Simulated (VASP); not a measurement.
Molecule: FCClBrH, in a box.

```
F C Cl Br H
1.0
    12.00000    0.00000    0.00000
     0.00000   12.00000    0.00000
     0.00000    0.00000   12.00000
F C Cl Br H
1 1 1 1 1
Direct
  0.45941 0.51288 0.60628
  0.50262 0.50762 0.50353
  0.61482 0.41412 0.50179
  0.38734 0.46472 0.39939
  0.53238 0.58938 0.47835
```

Program: VASP 6.6.1. Alike in all runs: potentials or basis VASP PAW PBE potentials, release 64 (F, C, Cl, Br, H); no spin polarisation; cell as given; k mesh 1 × 1 × 1; cutoff (eV) 520; smearing gaussian 0.01 eV.

Order these runs on this cell by their band gap on the k mesh, lowest first.
A. level HSE06+D3(BJ); grid for exact exchange (PRECFOCK) Normal; screening parameter 0.2 1/A
B. level B3LYP+D4; grid for exact exchange (PRECFOCK) Fast; exchange at q = 0 default
C. level PBE+TS

C (5.19 eV), A (6.74 eV), B (6.96 eV).

